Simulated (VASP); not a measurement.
# The (1 0 0) face of CdAu in VASP, part 4 of 5

Wanted: how the (1 0 0) face of CdAu relaxes, and what it costs to take an electron out. The start is a cell from a database of measured crystal structures.

VASP 6.6.1, plane waves and PAW; the level of theory is named at each step.

So far. Step 3 (Surface relaxation): The run ended after 18 ionic steps, 0.042 eV below its first step, once the forces on the free atoms met EDIFFG = -0.03. Step 4 (Vacuum level and density of states): The vacuum level lies 4.68 eV above the Fermi level at the upper face; the two faces differ by 0.06 eV, the step that the slab's dipole of -0.005 e·Å makes.

### Step 6. Tunnelling image, empty states within 0.5 eV

Level of this step: PBEsol; plane waves and PAW (Cd, Au) (VASP).

A partial density over this window, at constant height above the top atom, is the Tersoff-Hamann picture of a tunnelling image.

Input file INCAR:

```
SYSTEM = CdAu
PREC = Normal
ENCUT = 300
EDIFF = 1E-05
NELM = 120
ISMEAR = 1
SIGMA = 0.1
LREAL = .FALSE.
ALGO = Fast
GGA = PS
NBANDS = 102
LWAVE = .FALSE.
LCHARG = .FALSE.
ISTART = 1
LPARD = .TRUE.
NBMOD = -3
EINT = 0 0.5
LSEPB = .FALSE.
LSEPK = .FALSE.
```

Input file POSCAR:

```
CdAu
1.0
    3.1540000000      0.0000000000      0.0000000000
    0.0000000000      4.8644000000      0.0000000000
    0.0000000000      0.0000000000     26.9112500000
Cd Au
6 6
Direct
    0.0000000000      0.3120000000      0.2786938500
    0.0000000000      0.6880000000      0.3672163100
    0.0000000000      0.3120000000      0.4557387700
    0.0000000000      0.7073454369      0.5441995068
    0.0000000000      0.2942775217      0.6324664963
    0.0000000000      0.6990143113      0.7253163562
    0.5000000000      0.8120000000      0.2786938500
    0.5000000000      0.1880000000      0.3672163100
    0.5000000000      0.8120000000      0.4557387700
    0.5000000000      0.1997626638      0.5441975540
    0.5000000000      0.7961866974      0.6331221375
    0.5000000000      0.1994623807      0.7197289409
```

Input file KPOINTS:

```
Automatic mesh
0
Gamma
6 4 1
0 0 0
```

The projector-augmented-wave data sets are Cd and Au (PBE family, release 64).

The run starts from files that an earlier step left in the folder.

Command:

```sh
$ mpirun -np 2 vasp_std
```

The log of the run:

```text
 LDA part: xc-table for (Slater+PW92), standard interpolation
 found WAVECAR, reading the header
 POSCAR, INCAR and KPOINTS ok, starting setup
 FFT: planning ... GRIDC
 FFT: planning ... GRID_SOFT
 FFT: planning ... GRID
 reading WAVECAR
 the WAVECAR file was read successfully
Calculating partial charge density.
NDMOD =  -3
Energy range w.r.t. Fermi energy from INCAR:    0.000   0.500
Efermi =    1.045
No KPOINTS given: use all of them.

NBMOD is set to  -3
Selected energy range (EINT)    1.0455   1.5455
Selected all k-points to calculate charge density.
k-point no.    1; bands inside the range    2
  70  71
k-point no.    2; bands inside the range    2
  68  69
k-point no.    3; bands inside the range    0

k-point no.    4; bands inside the range    0

k-point no.    5; bands inside the range    1
  72
k-point no.    6; bands inside the range    0

k-point no.    7; bands inside the range    1
  69
k-point no.    8; bands inside the range    0

k-point no.    9; bands inside the range    2
  71  72
k-point no.   10; bands inside the range    1
  71
k-point no.   11; bands inside the range    1
  70
k-point no.   12; bands inside the range    0

Finished calculating partial charge density.
VASP will stop now.

[... 3 parts as in an earlier step ...]
```

Elapsed: 4.4 s, on 2 MPI ranks of AMD EPYC 7R43, shared host; 7.4 s of CPU time.

OUTCAR, selected parts (step 6):

```text
   NELECT =     138.0000    total number of electrons

[... 8 parts as in an earlier step ...]

[... 2 further parts left out ...]
```

Local density of states in the window along a and b. Constant height, 2.5 Å above the top atom.

Values in units of 1e-4 e/Å³, 12 rows by 16 columns, each cell a mean:
```
4.9 4.9 4.9 4.8 4.8 4.7 4.7 4.7 4.7 4.7 4.7 4.8 4.8 4.9 4.9 4.9
5.8 5.7 5.6 5.4 5.3 5.1 4.9 4.9 4.8 4.9 5.0 5.2 5.3 5.5 5.7 5.8
6.8 6.7 6.5 6.2 5.9 5.6 5.4 5.3 5.2 5.3 5.5 5.7 6.0 6.3 6.5 6.7
7.3 7.2 7.0 6.7 6.3 6.0 5.7 5.6 5.5 5.6 5.8 6.1 6.5 6.8 7.1 7.2
7.1 7.0 6.8 6.6 6.3 6.0 5.8 5.6 5.6 5.7 5.9 6.1 6.4 6.7 6.9 7.1
6.4 6.4 6.3 6.1 5.9 5.8 5.6 5.6 5.5 5.6 5.7 5.8 6.0 6.2 6.3 6.4
5.6 5.6 5.6 5.6 5.5 5.5 5.5 5.5 5.5 5.5 5.5 5.5 5.5 5.6 5.6 5.6
4.9 5.0 5.1 5.2 5.3 5.4 5.5 5.6 5.6 5.6 5.5 5.4 5.2 5.1 5.0 5.0
4.6 4.6 4.8 4.9 5.2 5.4 5.6 5.7 5.7 5.7 5.5 5.3 5.1 4.9 4.7 4.6
4.3 4.4 4.5 4.8 5.0 5.3 5.5 5.6 5.7 5.6 5.4 5.2 4.9 4.7 4.5 4.4
4.3 4.3 4.4 4.6 4.8 5.0 5.2 5.3 5.3 5.3 5.1 4.9 4.7 4.5 4.4 4.3
4.4 4.4 4.5 4.6 4.7 4.7 4.8 4.9 4.9 4.9 4.8 4.7 4.6 4.5 4.5 4.4
```
Columns: along a (fractional) from 0 to 0.964; rows upwards: along b (fractional) from 0 to 0.979.

Partial charge density in the cb plane at fractional x = 0.000, with atoms of Cd within 0.2 Å of it. It is the smooth field of the valence electrons, not physical close to the nuclei.

Values in units of 1e-3 Å⁻³, 7 rows by 16 columns, each cell a mean:
```
0.0 0.0 0.0 0.0 0.2 1.1 3.1 2.3 2.6 6.6 6.0 3.3 1.9 4.0 6.9 5.6
0.0 0.0 0.0 0.0 0.2 1.1 3.2 1.8 2.5 5.6 6.0 5.0 2.9 5.8 6.5 6.6
0.0 0.0 0.0 0.0 0.2 1.2 4.2 4.2 4.1 6.3 6.5 7.3 6.7 7.1 7.8 7.1
0.0 0.0 0.0 0.0 0.2 1.6 6.8 6.3 5.5 8.8 9.1 7.8 7.1 7.7 7.7 7.6
0.0 0.0 0.0 0.0 0.2 1.9 8.7 2.9 4.3 5.8 6.1 7.9 7.9 8.0 6.4 6.6
0.0 0.0 0.0 0.0 0.2 1.6 7.0 4.5 3.0 2.9 2.4 5.7 6.5 6.4 2.9 4.1
0.0 0.0 0.0 0.0 0.2 1.2 4.2 3.8 2.9 4.2 2.8 3.7 5.1 4.0 3.2 3.7
```
Columns run along c (16.0 Å, from fractional 0.00 to 0.59 of the cell), rows up along b (4.9 Å). Atoms in or near the plane, at fractional coordinates: Cd at (0.28, 0.31), Cd at (0.37, 0.69), Cd at (0.46, 0.31), Cd at (0.54, 0.71).

Shared out to the nearest atoms, the partial charge density (by size) has 53 % on Au; its largest share on one atom is 10 % (Au10), and it takes 10 of the 12 atoms to pass 80 %.

Between its 5th and 95th percentile the partial density varies by a factor of 1.6, which sets the contrast of the image.

### Step 7. The slab in a field, field -0.1

A field across the slab, with the atoms held, gives the electronic response: the dipole changes linearly with the field, and the energy has a linear term from the slab's own dipole and a quadratic one from its polarisability.

Input file INCAR:

```
SYSTEM = CdAu
PREC = Normal
ENCUT = 300
EDIFF = 1E-06
NELM = 120
ISMEAR = 1
SIGMA = 0.1
LREAL = .FALSE.
ALGO = Fast
GGA = PS
NBANDS = 85
LORBIT = 11
LWAVE = .FALSE.
LCHARG = .FALSE.
KPAR = 2
IDIPOL = 3
LDIPOL = .TRUE.
DIPOL = 0.5 0.5 0.5
EFIELD = -0.1
LVHAR = .TRUE.
```

POSCAR is that of step 6.

KPOINTS is that of step 6.

Command:

```sh
$ mpirun -np 2 vasp_std
```

The log of the run:

```text
[... set-up lines as in an earlier step ...]
 entering main loop
       N       E                     dE             d eps       ncg     rms          rms(c)
DAV:   1     0.739279580524E+03    0.73928E+03   -0.51877E+04  2200   0.965E+02
DAV:   2    -0.469664420905E+01   -0.74398E+03   -0.71497E+03  2267   0.290E+02
DAV:   3    -0.338676697960E+02   -0.29171E+02   -0.28717E+02  2270   0.587E+01
DAV:   4    -0.342771721752E+02   -0.40950E+00   -0.40799E+00  2355   0.603E+00
DAV:   5    -0.342864718143E+02   -0.92996E-02   -0.92951E-02  2289   0.898E-01    0.200E+01
RMM:   6    -0.466544716436E+02   -0.12368E+02   -0.10878E+01  2313   0.108E+01    0.264E+01
RMM:   7    -0.324125052360E+02    0.14242E+02   -0.38510E+00  2225   0.462E+00    0.127E+01
RMM:   8    -0.318858614261E+02    0.52664E+00   -0.88555E-01  2212   0.306E+00    0.557E+00
RMM:   9    -0.324249023762E+02   -0.53904E+00   -0.20581E+00  2396   0.346E+00    0.556E+00
RMM:  10    -0.313708280931E+02    0.10541E+01   -0.37395E-01  2278   0.169E+00    0.158E+00
RMM:  11    -0.313692381094E+02    0.15900E-02   -0.81688E-02  2244   0.777E-01    0.849E-01
RMM:  12    -0.313544593363E+02    0.14779E-01   -0.10134E-02  2299   0.292E-01    0.419E-01
RMM:  13    -0.313521958105E+02    0.22635E-02   -0.28261E-03  2298   0.140E-01    0.129E-01
RMM:  14    -0.313521064790E+02    0.89331E-04   -0.76474E-04  2310   0.622E-02    0.693E-02
RMM:  15    -0.313520212408E+02    0.85238E-04   -0.21748E-04  2293   0.346E-02    0.369E-02
RMM:  16    -0.313519832453E+02    0.37995E-04   -0.59718E-05  2287   0.181E-02    0.180E-02
RMM:  17    -0.313519895385E+02   -0.62932E-05   -0.20715E-05  1892   0.969E-03    0.122E-02
RMM:  18    -0.313520014626E+02   -0.11924E-04   -0.14971E-05  1930   0.751E-03    0.456E-03
RMM:  19    -0.313520064069E+02   -0.49443E-05   -0.15460E-06  1506   0.278E-03    0.455E-03
RMM:  20    -0.313520184465E+02   -0.12040E-04   -0.15178E-06  1482   0.223E-03    0.317E-03
RMM:  21    -0.313520247584E+02   -0.63120E-05   -0.59122E-07  1209   0.147E-03    0.202E-03
RMM:  22    -0.313520285183E+02   -0.37599E-05   -0.35539E-07  1280   0.131E-03    0.111E-03
RMM:  23    -0.313520301733E+02   -0.16550E-05   -0.10320E-07   864   0.817E-04    0.602E-04
RMM:  24    -0.313520316741E+02   -0.15008E-05   -0.94163E-08   854   0.839E-04    0.183E-04
RMM:  25    -0.313520322204E+02   -0.54632E-06   -0.10451E-08   520   0.624E-04
   1 F= -.31352032E+02 E0= -.31351171E+02  d E =-.258502E-02
```

Run time: 2.1 min. Hardware: 2 MPI ranks; peak memory 0.48 GiB.

From OUTCAR (step 7):

```text
   NELECT =     138.0000    total number of electrons

 dipolmoment           0.000000      0.000000     -0.134420 electrons x Angstroem

 E-fermi :   1.0485

 k-point     1 :       0.0000    0.0000    0.0000
  band No.  band energies     occupation
    ...
     65      -2.0275      2.00000
     66      -0.7551      2.00000
     67      -0.2460      2.00000
     68       0.1048      2.00000
     69       0.3780      2.00000
     70       1.1037      0.20582
     71       1.4345     -0.00000
     72       1.6946     -0.00000
     73       1.8592     -0.00000
     74       3.6389      0.00000
    ...

  Total       -6.2994469     -4.3600365      0.2918703      0.0000000      0.2142831      0.0000000
  in kB      -24.4448942    -16.9190460      1.1325976      0.0000000      0.8315218      0.0000000
  external PRESSURE =     -13.4104475 kB  Pullay stress =       0.0000000 kB

 POSITION                                       TOTAL-FORCE (eV/Angst)
 -----------------------------------------------------------------------------------
      0.00000      1.51769      7.50000         0.000000     -0.081625     -0.313000
      0.00000      3.34671      9.88225         0.000000      0.273671      0.012351
      0.00000      1.51769     12.26450         0.000000     -0.219419      0.065663
      0.00000      3.44081     14.64509         0.000000     -0.002613      0.000074
      0.00000      1.43148     17.02046         0.000000     -0.026248      0.000219
      0.00000      3.40029     19.51917         0.000000      0.028447      0.018827
      1.57700      3.94989      7.50000         0.000000     -0.048055      0.113459
      1.57700      0.91451      9.88225         0.000000     -0.045622      0.150621
      1.57700      3.94989     12.26450         0.000000      0.091931     -0.078879
      1.57700      0.97173     14.64504         0.000000      0.031423      0.006262
      1.57700      3.87297     17.03811         0.000000      0.002311      0.018425
      1.57700      0.97026     19.36881         0.000000     -0.004200      0.005978
 -----------------------------------------------------------------------------------
    total drift:                                0.000000     -0.002437     -0.008451

  FREE ENERGIE OF THE ION-ELECTRON SYSTEM (eV)
  ---------------------------------------------------
  free  energy   TOTEN  =       -31.3520322204 eV

  energy  without entropy=      -31.3494471980  energy(sigma->0) =      -31.35117055

 vacuum level on the upper side and lower side of the slab         6.266         5.250

[... 8 parts as in an earlier step ...]

[... 9 further parts left out ...]
```

Numbers from this step:

```yaml
electronic_cycles: 25
free_energy_toten: -31.35 eV
energy_at_zero_smearing: -31.35 eV
fermi_energy: 1.048 eV
dipole_moment: 0, 0, -0.1344 e·Å
```

The planar average of the electrostatic potential oscillates, so the rows of the table below give means over windows of 2.41 Å about each position, cut where the curve ends. Its maxima inside the range that stand out by 2 % of the span (Å: eV): 4.7: 4.59, 8.6: 0.410, 11.1: 0.320, 13.5: 0.332, 15.8: 0.336, 18.3: 0.618. Its minima: 0.4: 4.20, 7.5: -11.9, 9.9: -12.4, 12.2: -12.4, 14.7: -12.4, 17.0: -12.4, 19.4: -11.8.

Zero at the Fermi level. Planar average of the electrostatic potential against height; means over each step:

| height (Å) | planar average of the electrostatic potential (eV) |
| --- | --- |
| 1.21 | 4.32 |
| 3.62 | 4.51 |
| 6.03 | 1.16 |
| 8.44 | -6.04 |
| 10.85 | -6.28 |
| 13.26 | -6.28 |
| 15.67 | -6.24 |
| 18.08 | -6.09 |
| 20.48 | -1.54 |
| 22.90 | 4.84 |
| 25.30 | 5.10 |

Force by atom:

| atom | x (eV/Å) | y (eV/Å) | z (eV/Å) | size |
| --- | --- | --- | --- | --- |
| Cd1 | 0.000 | -0.082 | -0.313 | 0.323 |
| Cd2 | 0.000 | 0.274 | 0.012 | 0.274 |
| Cd3 | 0.000 | -0.219 | 0.066 | 0.229 |
| Cd4 | 0.000 | -0.003 | 0.000 | 0.003 |
| Cd5 | 0.000 | -0.026 | 0.000 | 0.026 |
| Cd6 | 0.000 | 0.028 | 0.019 | 0.034 |
| Au7 | 0.000 | -0.048 | 0.113 | 0.123 |
| Au8 | 0.000 | -0.046 | 0.151 | 0.157 |
| Au9 | 0.000 | 0.092 | -0.079 | 0.121 |
| Au10 | 0.000 | 0.031 | 0.006 | 0.032 |
| Au11 | 0.000 | 0.002 | 0.018 | 0.019 |
| Au12 | 0.000 | -0.004 | 0.006 | 0.007 |

VASP counts the dipole in electrons times Å, so a positive number points the physical dipole along −c. A positive EFIELD is likewise a physical field along −c.

Energy at zero smearing: -31.35117 eV.

### Step 8. The slab in a field, field 0.1

Edit INCAR of step 7 so:

```diff
@@ -18,3 +18,3 @@
 DIPOL = 0.5 0.5 0.5
-EFIELD = -0.1
+EFIELD = 0.1
 LVHAR = .TRUE.
```

POSCAR is that of step 7.

KPOINTS is that of step 7.

Command:

```sh
$ mpirun -np 2 vasp_std
```

The log of the run:

```text
[... set-up lines as in an earlier step ...]
 entering main loop
       N       E                     dE             d eps       ncg     rms          rms(c)
DAV:   1     0.739172994979E+03    0.73917E+03   -0.51881E+04  2200   0.965E+02
DAV:   2    -0.401619040883E+01   -0.74319E+03   -0.71285E+03  2256   0.290E+02
DAV:   3    -0.338432684233E+02   -0.29827E+02   -0.29302E+02  2262   0.589E+01
DAV:   4    -0.342796298299E+02   -0.43636E+00   -0.43464E+00  2419   0.614E+00
DAV:   5    -0.342886955653E+02   -0.90657E-02   -0.90620E-02  2242   0.872E-01    0.200E+01
RMM:   6    -0.461953589577E+02   -0.11907E+02   -0.10747E+01  2315   0.107E+01    0.258E+01
RMM:   7    -0.325230456064E+02    0.13672E+02   -0.38711E+00  2238   0.462E+00    0.127E+01
RMM:   8    -0.319554752075E+02    0.56757E+00   -0.96429E-01  2223   0.314E+00    0.566E+00
RMM:   9    -0.323877989645E+02   -0.43232E+00   -0.21036E+00  2387   0.350E+00    0.546E+00
RMM:  10    -0.313749084083E+02    0.10129E+01   -0.35901E-01  2272   0.167E+00    0.160E+00
RMM:  11    -0.313697501916E+02    0.51582E-02   -0.95212E-02  2247   0.824E-01    0.858E-01
RMM:  12    -0.313532326785E+02    0.16518E-01   -0.10900E-02  2298   0.299E-01    0.404E-01
RMM:  13    -0.313508694114E+02    0.23633E-02   -0.29215E-03  2302   0.143E-01    0.120E-01
RMM:  14    -0.313507872437E+02    0.82168E-04   -0.67337E-04  2311   0.592E-02    0.608E-02
RMM:  15    -0.313507562260E+02    0.31018E-04   -0.20590E-04  2291   0.343E-02    0.275E-02
RMM:  16    -0.313507405465E+02    0.15679E-04   -0.51801E-05  2279   0.174E-02    0.112E-02
RMM:  17    -0.313507450801E+02   -0.45335E-05   -0.17147E-05  1878   0.896E-03    0.647E-03
RMM:  18    -0.313507539063E+02   -0.88262E-05   -0.10250E-05  1851   0.640E-03    0.244E-03
RMM:  19    -0.313507558491E+02   -0.19428E-05   -0.11090E-06  1356   0.243E-03    0.144E-03
RMM:  20    -0.313507613593E+02   -0.55102E-05   -0.80911E-07  1348   0.186E-03    0.104E-03
RMM:  21    -0.313507645641E+02   -0.32048E-05   -0.35906E-07  1036   0.116E-03    0.763E-04
RMM:  22    -0.313507670231E+02   -0.24590E-05   -0.22956E-07  1088   0.106E-03    0.467E-04
RMM:  23    -0.313507682193E+02   -0.11962E-05   -0.41067E-08   626   0.689E-04    0.345E-04
RMM:  24    -0.313507696899E+02   -0.14706E-05   -0.47327E-08   726   0.790E-04    0.234E-04
RMM:  25    -0.313507700047E+02   -0.31476E-06   -0.11251E-08   490   0.660E-04
   1 F= -.31350770E+02 E0= -.31349883E+02  d E =-.266169E-02
```

It took 3.5 min on 2 MPI ranks; peak memory 0.49 GiB.

From OUTCAR (step 8):

```text
   NELECT =     138.0000    total number of electrons

 dipolmoment           0.000000      0.000000      0.121767 electrons x Angstroem

 E-fermi :   1.0462

 k-point     1 :       0.0000    0.0000    0.0000
  band No.  band energies     occupation
    ...
     65      -2.0242      2.00000
     66      -0.7578      2.00000
     67      -0.2485      2.00000
     68       0.1019      2.00000
     69       0.3773      2.00000
     70       1.1028      0.19147
     71       1.4319     -0.00000
     72       1.6996     -0.00000
     73       1.8501     -0.00000
     74       3.6295      0.00000
    ...

  Total       -6.3047392     -4.3607604      0.2942947      0.0000000      0.2119649      0.0000000
  in kB      -24.4654310    -16.9218549      1.1420055      0.0000000      0.8225260      0.0000000
  external PRESSURE =     -13.4150935 kB  Pullay stress =       0.0000000 kB

 POSITION                                       TOTAL-FORCE (eV/Angst)
 -----------------------------------------------------------------------------------
      0.00000      1.51769      7.50000         0.000000     -0.080109     -0.319632
      0.00000      3.34671      9.88225         0.000000      0.273205      0.009124
      0.00000      1.51769     12.26450         0.000000     -0.219141      0.065179
      0.00000      3.44081     14.64509         0.000000     -0.002023     -0.000050
      0.00000      1.43148     17.02046         0.000000     -0.026593     -0.002274
      0.00000      3.40029     19.51917         0.000000      0.029678      0.011529
      1.57700      3.94989      7.50000         0.000000     -0.049552      0.125038
      1.57700      0.91451      9.88225         0.000000     -0.044707      0.148938
      1.57700      3.94989     12.26450         0.000000      0.091224     -0.079326
      1.57700      0.97173     14.64504         0.000000      0.031122      0.006272
      1.57700      3.87297     17.03811         0.000000      0.002543      0.017367
      1.57700      0.97026     19.36881         0.000000     -0.005648      0.017835
 -----------------------------------------------------------------------------------
    total drift:                                0.000000     -0.002453     -0.010133

  FREE ENERGIE OF THE ION-ELECTRON SYSTEM (eV)
  ---------------------------------------------------
  free  energy   TOTEN  =       -31.3507700047 eV

  energy  without entropy=      -31.3481083180  energy(sigma->0) =      -31.34988278

 vacuum level on the upper side and lower side of the slab         5.178         6.344

[... 8 parts as in an earlier step ...]

[... 9 further parts left out ...]
```

Numbers from this step:

| Item | Value |
| --- | --- |
| Fermi energy | 1.046 eV |
| dipole moment | 0, 0, 0.1218 e·Å |

Zero at the Fermi level. The planar average of the electrostatic potential by height:

| height (Å) | planar average of the electrostatic potential (eV) |
| --- | --- |
| 0.0 | 4.71 |
| 0.5 | 5.29 |
| 1.0 | 5.24 |
| 1.5 | 5.19 |
| 2.0 | 5.14 |
| 2.5 | 5.09 |
| 3.0 | 5.04 |
| 3.5 | 4.99 |
| 4.0 | 4.94 |
| 4.5 | 4.87 |
| 5.0 | 4.77 |
| 5.5 | 4.53 |
| 6.0 | 3.73 |
| 6.5 | 0.812 |
| 7.0 | -7.39 |
| 7.5 | -11.9 |
| 8.0 | -7.58 |
| 8.5 | -0.333 |
| 9.0 | -1.81 |
| 9.5 | -9.71 |
| 10.0 | -12.1 |
| 10.5 | -6.03 |
| 11.0 | 0.188 |
| 11.5 | -3.59 |
| 12.0 | -11.1 |
| 12.5 | -11.3 |
| 13.0 | -4.03 |
| 13.5 | 0.217 |
| 14.0 | -5.57 |
| 14.5 | -12.0 |
| 15.0 | -10.0 |
| 15.5 | -2.21 |
| 16.0 | -0.284 |
| 16.5 | -7.41 |
| 17.0 | -12.3 |
| 17.5 | -8.46 |
| 18.0 | -0.670 |
| 18.5 | -1.05 |
| 19.0 | -8.96 |
| 19.5 | -11.6 |
| 20.0 | -5.72 |
| 20.5 | 1.37 |
| 21.0 | 3.75 |
| 21.5 | 4.37 |
| 22.0 | 4.51 |
| 22.5 | 4.51 |
| 23.0 | 4.47 |
| 23.5 | 4.43 |
| 24.0 | 4.38 |
| 24.5 | 4.33 |
| 25.0 | 4.28 |
| 25.5 | 4.23 |
| 26.0 | 4.18 |
| 26.5 | 4.14 |

Force by atom:

| atom | x (eV/Å) | y (eV/Å) | z (eV/Å) | size |
| --- | --- | --- | --- | --- |
| Cd1 | 0.000 | -0.080 | -0.320 | 0.330 |
| Cd2 | 0.000 | 0.273 | 0.009 | 0.273 |
| Cd3 | 0.000 | -0.219 | 0.065 | 0.229 |
| Cd4 | 0.000 | -0.002 | 0.000 | 0.002 |
| Cd5 | 0.000 | -0.027 | -0.002 | 0.027 |
| Cd6 | 0.000 | 0.030 | 0.012 | 0.032 |
| Au7 | 0.000 | -0.050 | 0.125 | 0.134 |
| Au8 | 0.000 | -0.045 | 0.149 | 0.156 |
| Au9 | 0.000 | 0.091 | -0.079 | 0.121 |
| Au10 | 0.000 | 0.031 | 0.006 | 0.032 |
| Au11 | 0.000 | 0.003 | 0.017 | 0.018 |
| Au12 | 0.000 | -0.006 | 0.018 | 0.019 |

Energy at zero smearing: -31.34988 eV.

(Part 4 of 5 ends here.)

[Lines on the potential files, build, host, timing and source positions are cut from VASP's logs without a mark.]

[Logs are printed without paths, hosts, clocks, repeated set-up lines and the standing remarks that a program may print on its own settings, such as how far it seeks lower states.]

[Hosts, paths, dates, database ids (printed as entryN), source tags and the programs' standing remarks are cut or masked in the printed files.]

[In band tables of VASP the shares of atoms and orbitals are scaled to a sum of 1 inside the atoms' spheres.]

[Runs that stopped without an error message from VASP are left out.]
